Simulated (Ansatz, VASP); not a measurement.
# Ga13P13H30 (GaP wire along [111], 26 atoms a period, H-terminated) in two plane-wave programs, part 3 of 3

One calculation is typed for both programs; each brings its own data sets. How far apart do they land? Of the first pair: The structure shown is the start of the Ansatz relaxation below; VASP solves that cell, so the two are compared at the walk's first step.

VASP 6.6.1 and Ansatz 0.2.0.

So far. Step 4 (Comparison): The forces differ by 11 meV/Å r.m.s., which is 2.3 % of the r.m.s. force of 0.466 eV/Å (both taken over all components).

### Step 6. VASP: single point, PBE, relaxed cell, pair 2

Level of this step: PBE; plane waves and PAW (Ga_d, P, H) (VASP).

The same cell, functional, mesh and smearing now go to VASP, with its own data sets.

Contents of INCAR:

```
SYSTEM = Ga13P13H30
PREC = Accurate
ENCUT = 500
EDIFF = 1E-06
NELM = 120
ISMEAR = -1
SIGMA = 0.05
LREAL = Auto
ALGO = Normal
GGA = PE
NBANDS = 176
LORBIT = 11
LWAVE = .FALSE.
LCHARG = .FALSE.
ISIF = 2
LASPH = .TRUE.
GGA_COMPAT = .FALSE.
EFERMI = MIDGAP
KPAR = 4
```

Contents of POSCAR:

```
Ga13P13H30
1.0
   17.1720000000      0.0000000000      0.0000000000
    0.0000000000     16.3860000000      0.0000000000
    0.0000000000      0.0000000000      9.4563845977
Ga P H
13 13 30
Direct
    0.3880500669      0.4367085656      0.0057150067
    0.5000129841      0.6399335438      0.0056563764
    0.3798234076      0.5770597570      0.3411970267
    0.5000129841      0.3588224739      0.3411386929
    0.6202025605      0.5770597570      0.3411970267
    0.2579106665      0.5189851606      0.6480574146
    0.3911824651      0.2770853256      0.6481383367
    0.3667549412      0.7166888561      0.6480159952
    0.5000129841      0.5042890409      0.6582123121
    0.6332710269      0.7166888561      0.6480159952
    0.6088435030      0.2770853256      0.6481383367
    0.7421153016      0.5189851606      0.6480574146
    0.6119759012      0.4367085656      0.0057150067
    0.3929537898      0.4395260698      0.2549641332
    0.5000129841      0.6339041125      0.2549358881
    0.6070721783      0.4395260698      0.2549641332
    0.3832609298      0.5749036879      0.5902717723
    0.5000129841      0.3629651361      0.5902466698
    0.6167650383      0.5749036879      0.5902717723
    0.2737106176      0.4963100578      0.9053127303
    0.3800934600      0.3031275854      0.9052224025
    0.3935960871      0.7138806547      0.9051882484
    0.5000129841      0.5043999766      0.9146152094
    0.6064298810      0.7138806547      0.9051882484
    0.6199325081      0.3031275854      0.9052224025
    0.7263153505      0.4963100578      0.9053127303
    0.3082193408      0.6202877068      0.2700333824
    0.5000129841      0.2721899526      0.2700250672
    0.6918066273      0.6202877068      0.2700333824
    0.3241999873      0.3978768448      0.2981343441
    0.5000129841      0.7171080949      0.2982125342
    0.6758259808      0.3978768448      0.2981343441
    0.1963464934      0.5889717417      0.6391781928
    0.2443651281      0.4306691667      0.5919712854
    0.3114703248      0.3086072312      0.5913150391
    0.2780763375      0.7373508113      0.6393554370
    0.4184001140      0.1862192846      0.6398855493
    0.4328812930      0.7730319922      0.5914213239
    0.5671446751      0.7730319922      0.5914213239
    0.5816258541      0.1862192846      0.6398855493
    0.7219496306      0.7373508113      0.6393554370
    0.6885556433      0.3086072312      0.5913150391
    0.7556608400      0.4306691667      0.5919712854
    0.8036794747      0.5889717417      0.6391781928
    0.2123633353      0.4478505375      0.9617640636
    0.2593010504      0.5673192535      0.9875313463
    0.3093564260      0.2716386664      0.9615474439
    0.3277600515      0.6916027796      0.9876699343
    0.4030765394      0.7938571516      0.9612751324
    0.4315336548      0.2546340540      0.9876864018
    0.5684923133      0.2546340540      0.9876864018
    0.5969494287      0.7938571516      0.9612751324
    0.6722659166      0.6916027796      0.9876699343
    0.6906695421      0.2716386664      0.9615474439
    0.7407249177      0.5673192535      0.9875313463
    0.7876626328      0.4478505375      0.9617640636
```

Contents of KPOINTS:

```
Automatic mesh
0
Gamma
1 1 9
0 0 0
```

The projector-augmented-wave data sets are Ga_d, P and H (PBE family, release 64).

Command:

```bash
$ mpirun -np 8 vasp_std
```

Numbers of over 12 decimals in the logs are rounded to 6 here.

What it wrote:

```text
[banner, memory and clock lines left out]
running    8 mpi-ranks, on    1 nodes
[...]
[... a notice as in an earlier step ...]

 LDA part: xc-table for (Slater+PW92), standard interpolation
 POSCAR, INCAR and KPOINTS ok, starting setup
[...]
entering main loop
       N       E                     dE             d eps       ncg     rms          rms(c)
DAV:   1     0.178755517026E+04    0.17876E+04   -0.10239E+05  2120   0.124E+03
DAV:   2     0.357175998399E+02   -0.17518E+04   -0.16803E+04  2440   0.291E+02
DAV:   3    -0.203973111827E+03   -0.23969E+03   -0.23778E+03  2224   0.118E+02
DAV:   4    -0.223591890499E+03   -0.19619E+02   -0.19572E+02  2400   0.346E+01
[...]
DAV:  26    -0.212661561865E+03   -0.12288E-05   -0.11486E-07  1592   0.124E-03    0.308E-04
DAV:  27    -0.212661563746E+03   -0.18815E-05   -0.20629E-07  1344   0.141E-03    0.199E-04
DAV:  28    -0.212661563943E+03   -0.19675E-06   -0.57762E-08  1584   0.879E-04
   1 F= -.21266156E+03 E0= -.21266156E+03  d E =-.961615E-13
```

From OUTCAR (step 6):

```text
  Total       -1.0682336     -1.0869348     -0.6966970      0.0000000     -0.0063775      0.0000000
  in kB       -0.6432175     -0.6544781     -0.4195035      0.0000000     -0.0038401      0.0000000
  external PRESSURE =      -0.5723997 kB  Pullay stress =       0.0000000 kB

 POSITION                                       TOTAL-FORCE (eV/Angst)
 -----------------------------------------------------------------------------------
      6.66360      7.15591      0.05404         0.027143      0.014739     -0.004190
      8.58622     10.48595      0.05349         0.000000     -0.029334     -0.004525
      6.52233      9.45570      3.22649        -0.027027      0.014093     -0.007292
      8.58622      5.87967      3.22594         0.000000     -0.029624     -0.008390
     10.65012      9.45570      3.22649         0.027027      0.014093     -0.007292
      4.42884      8.50409      6.12828        -0.022624     -0.005819     -0.017572
      6.71739      4.54032      6.12905        -0.010600     -0.020115     -0.017307
      6.29792     11.74366      6.12789        -0.010778      0.019317     -0.017062
      8.58622      8.26328      6.22431         0.000000     -0.000085      0.011531
     10.87453     11.74366      6.12789         0.010778      0.019317     -0.017062
     10.45506      4.54032      6.12905         0.010600     -0.020115     -0.017307
     12.74360      8.50409      6.12828         0.022624     -0.005819     -0.017572
     10.50885      7.15591      0.05404        -0.027143      0.014739     -0.004190
      6.74780      7.20207      2.41104        -0.024674     -0.014557      0.009259
[...]
-----------------------------------------------------------------------------------
    total drift:                               -0.000004      0.029243      0.007754

  FREE ENERGIE OF THE ION-ELECTRON SYSTEM (eV)
  ---------------------------------------------------
  free  energy   TOTEN  =      -212.6615639429 eV

  energy  without entropy=     -212.6615639429  energy(sigma->0) =     -212.66156394

[... 1 part as in an earlier step ...]

[... 2 further parts left out ...]
[key lines of the parts left out:]
E-fermi :  -2.1024
```

### Step 7. Differences

What differs besides the data sets and the points named for the pairs above, as far as they apply: the cutoff is 420 eV in Ansatz and 500 eV in VASP (PREC = Accurate, projectors in real space). Total energies have different zeros and are not compared.

The two programs side by side:

| quantity | Ansatz | VASP | difference |
| --- | --- | --- | --- |
| pressure (GPa) | 0.00 | -0.06 | +0.05 |
| gap on the k mesh (eV) | 3.057 | 3.055 | +0.003 |

Forces on 7 of the 56 atoms, those with the largest forces and the largest differences (eV/Å; atoms numbered as in POSCAR):

| atom | Ansatz x, y, z | VASP x, y, z |
| --- | --- | --- |
| P20 | -0.012, 0.008, 0.016 | -0.040, 0.021, 0.051 |
| P21 | -0.001, -0.014, 0.017 | -0.008, -0.040, 0.052 |
| P22 | -0.013, 0.007, 0.017 | -0.029, 0.034, 0.049 |
| P24 | 0.013, 0.007, 0.017 | 0.029, 0.034, 0.049 |
| P25 | 0.001, -0.014, 0.017 | 0.008, -0.040, 0.052 |
| P26 | 0.012, 0.008, 0.016 | 0.040, 0.021, 0.051 |
| H53 | -0.013, 0.005, -0.007 | -0.035, 0.008, -0.024 |

The forces differ by 15 meV/Å r.m.s., which is 73.5 % of the r.m.s. force of 0.020 eV/Å (both taken over all components). A gap on the mesh is an upper bound, since the band edges may lie between its points.

### Step 8. What came out

```yaml
r_m_s_force_difference_single_point_pbe_start_cell_pair_1: 2.3 % of the r.m.s. force
r_m_s_force_difference_single_point_pbe_relaxed_cell_pair_2: 15 meV/Å
```

What this shows: The r.m.s. force difference is 15 meV/Å (single point, PBE, relaxed cell, pair 2), beyond the 12 meV/Å picked in this series as the mark of a large difference. What causes the difference of the single point, PBE, relaxed cell, pair 2 pair stays open here. Such differences can come from data sets, numerical settings and the points named under the comparisons, not from the functional's error against experiment.

[Lines on the potential files, build, host, timing and source positions are cut from VASP's logs without a mark.]

[Logs are printed without paths, hosts, clocks, repeated set-up lines and the standing remarks that a program may print on its own settings, such as how far it seeks lower states.]

[Hosts, paths, dates, database ids (printed as entryN), source tags and the programs' standing remarks are cut or masked in the printed files.]
